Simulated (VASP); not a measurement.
These are PBE GGA, VASP's PBE PAW potentials (set 64) (plane waves; VASP) values and carry that method's errors.

Input for VASP

### POSCAR
```
ZnS
3.807320
  1.0000000000   0.0000000000   0.0000000000
 -0.5000000000   0.8660254457   0.0000000000
  0.0000000000   0.0000000000   8.1796119055
Zn S
10 10
Cartesian
  0.5000005000   0.2886748599   1.6359223811
 -0.0000005000   0.5773505858   5.7257283338
  0.0000000000   0.0000000000   6.5436895244
  0.0000000000   0.0000000000   2.4538835716
  0.5000005000   0.2886748599   7.3616507149
 -0.0000005000   0.5773505858   3.2718447622
 -0.0000005000   0.5773505858   0.8187791517
  0.5000005000   0.2886748599   4.9085851045
  0.0000000000   0.0000000000   0.0008179612
  0.0000000000   0.0000000000   4.0906239139
  0.5000005000   0.2886748599   2.2485753128
 -0.0000005000   0.5773505858   6.3383812656
  0.0000000000   0.0000000000   0.6134708929
  0.0000000000   0.0000000000   4.7032768457
  0.5000005000   0.2886748599   5.5212380362
 -0.0000005000   0.5773505858   1.4314320835
  0.0000000000   0.0000000000   7.1563424561
  0.0000000000   0.0000000000   3.0665365034
 -0.0000005000   0.5773505858   3.8861336163
  0.5000005000   0.2886748599   7.9759395690
```

KPOINTS:
```
Regular mesh
0
Gamma
5 5 1
0 0 0
```

### INCAR
```
# general
SYSTEM  = ZnS
PREC    = Accurate
ENCUT   = 300   # plane-wave cut-off (eV)
LREAL   = Auto
LASPH   = .True.   # aspherical one-centre terms

# electronic loop
EDIFF   = 1E-6   # SCF stop (eV)
NELM    = 100
ALGO    = Normal
LMAXMIX = 4   # l cut-off of mixed one-centre charges

# smearing
ISMEAR  = 0   # Gaussian
SIGMA   = 0.01   # width (eV)

# functional
GGA     = PE   # PBE

# ions
ISIF    = 2

# output
LWAVE   = .False.
LCHARG  = .False.
```

POTCAR, in this order: Zn S (PBE.64 set). Program: vasp_std.

What VASP printed:

OUTCAR:
```
 ion  position               nearest neighbor table
   1  0.667  0.333  0.200-  16 2.33  16 2.33  16 2.33  11 2.33
   2  0.333  0.667  0.700-  15 2.33  15 2.33  15 2.33  12 2.33
   3  0.000  0.000  0.800-  17 2.33  12 2.33  12 2.33  12 2.33
   4  0.000  0.000  0.300-  18 2.33  11 2.33  11 2.33  11 2.33
   5  0.667  0.333  0.900-  17 2.33  17 2.33  17 2.33  20 2.34
   6  0.333  0.667  0.400-  18 2.33  18 2.33  18 2.33  19 2.34
   7  0.333  0.667  0.100-  16 2.33  13 2.33  13 2.33  13 2.33
   8  0.667  0.333  0.600-  15 2.33  14 2.33  14 2.33  14 2.33
   9  0.000  0.000  0.000-  20 2.33  20 2.33  20 2.33  13 2.33
  10  0.000  0.000  0.500-  19 2.33  19 2.33  19 2.33  14 2.33
  11  0.667  0.333  0.275-   1 2.33   4 2.33   4 2.33   4 2.33
  12  0.333  0.667  0.775-   2 2.33   3 2.33   3 2.33   3 2.33
  13  0.000  0.000  0.075-   9 2.33   7 2.33   7 2.33   7 2.33
  14  0.000  0.000  0.575-  10 2.33   8 2.33   8 2.33   8 2.33
  15  0.667  0.333  0.675-   2 2.33   2 2.33   2 2.33   8 2.33
  16  0.333  0.667  0.175-   1 2.33   1 2.33   1 2.33   7 2.33
  17  0.000  0.000  0.875-   3 2.33   5 2.33   5 2.33   5 2.33
  18  0.000  0.000  0.375-   4 2.33   6 2.33   6 2.33   6 2.33
  19  0.333  0.667  0.475-  10 2.33  10 2.33  10 2.33   6 2.34
  20  0.667  0.333  0.975-   9 2.33   9 2.33   9 2.33   5 2.34
  LATTYP: Found a hexagonal cell.
 ALAT       =     3.8073200000
 C/A-ratio  =     8.1796119055
 Subroutine PRICEL returns:
...
```

OSZICAR:
```
       N       E                     dE             d eps       ncg     rms          rms(c)
DAV:   1     0.129400197179E+04    0.12940E+04   -0.58535E+04  1080   0.137E+03
DAV:   2     0.135226720957E+03   -0.11588E+04   -0.11087E+04  1088   0.364E+02
DAV:   3    -0.610201098014E+02   -0.19625E+03   -0.19072E+03  1188   0.142E+02
DAV:   4    -0.723670114147E+02   -0.11347E+02   -0.11271E+02  1236   0.358E+01
DAV:   5    -0.726015973133E+02   -0.23459E+00   -0.23401E+00  1256   0.523E+00    0.231E+01
DAV:   6    -0.681802042583E+02    0.44214E+01   -0.88026E+00  1612   0.415E+01    0.173E+01
DAV:   7    -0.688359889234E+02   -0.65578E+00   -0.16966E+01  1248   0.998E+00    0.589E+00
DAV:   8    -0.683801076655E+02    0.45588E+00   -0.13906E+00  1364   0.666E+00    0.246E+00
DAV:   9    -0.683292263366E+02    0.50881E-01   -0.57456E-01  1336   0.352E+00    0.716E-01
DAV:  10    -0.683295787945E+02   -0.35246E-03   -0.23423E-02  1316   0.170E+00    0.610E-01
DAV:  11    -0.683299055328E+02   -0.32674E-03   -0.29939E-03  1264   0.239E-01    0.559E-01
DAV:  12    -0.683326124163E+02   -0.27069E-02   -0.70611E-03  1552   0.696E-01    0.279E-01
DAV:  13    -0.683310316259E+02    0.15808E-02   -0.39389E-03  1440   0.566E-01    0.219E-01
DAV:  14    -0.683309468558E+02    0.84770E-04   -0.78980E-04  1304   0.126E-01    0.117E-01
DAV:  15    -0.683309571958E+02   -0.10340E-04   -0.11307E-04  1224   0.537E-02    0.111E-01
DAV:  16    -0.683309542127E+02    0.29830E-05   -0.10197E-06   696   0.105E-02    0.107E-01
DAV:  17    -0.683309513706E+02    0.28422E-05   -0.11240E-06   664   0.417E-03    0.103E-01
DAV:  18    -0.683309388226E+02    0.12548E-04   -0.70324E-06  1240   0.200E-02    0.794E-02
DAV:  19    -0.683309076077E+02    0.31215E-04   -0.17914E-04  1408   0.109E-01    0.772E-02
DAV:  20    -0.683309018417E+02    0.57659E-05   -0.31954E-05  1520   0.620E-02    0.660E-02
DAV:  21    -0.683309002062E+02    0.16355E-05   -0.35296E-06   904   0.137E-02    0.625E-02
DAV:  22    -0.683308965792E+02    0.36270E-05   -0.11045E-06   640   0.295E-02    0.527E-02
DAV:  23    -0.683308888930E+02    0.76861E-05   -0.43232E-05  1328   0.144E-01    0.463E-03
DAV:  24    -0.683308899586E+02   -0.10656E-05   -0.11935E-05  1096   0.148E-02    0.520E-03
DAV:  25    -0.683308897784E+02    0.18017E-06   -0.14477E-07   624   0.951E-03
   1 F= -.68330890E+02 E0= -.68330890E+02  d E =-.722701E-41
```

File OUTCAR:
```
------------------------ aborting loop because EDIFF is reached ----------------------------------------
  FORCE on cell =-STRESS in cart. coord.  units (eV):
  Direction    XX          YY          ZZ          XY          YZ          ZX
  --------------------------------------------------------------------------------------
  Total        5.7140470      5.7140475      5.2383964      0.0000000     -0.0000000      0.0000000
  in kB       23.4170884     23.4170907     21.4677955      0.0000000     -0.0000000      0.0000000
  external PRESSURE =      22.7673249 kB  Pullay stress =       0.0000000 kB
  volume of cell :      390.95
      direct lattice vectors                 reciprocal lattice vectors
     3.807320000  0.000000000  0.000000000     0.262651944  0.151642163  0.000000000
    -1.903660000  3.297236000  0.000000000     0.000000000  0.303284327  0.000000000
     0.000000000  0.000000000 31.142400000     0.000000000  0.000000000  0.032110563
  FREE ENERGIE OF THE ION-ELECTRON SYSTEM (eV)
  ---------------------------------------------------
  free  energy   TOTEN  =       -68.3308897784 eV

  energy  without entropy=      -68.3308897784  energy(sigma->0) =      -68.33088978
```
(Selected blocks of OUTCAR.)

At this cut-off the stress carries a Pulay error, which pulls relaxed volumes low.

The structure comes from a computed database's ZnS entry; how it stands against other phases isn't given here. The cell was not relaxed at this level.
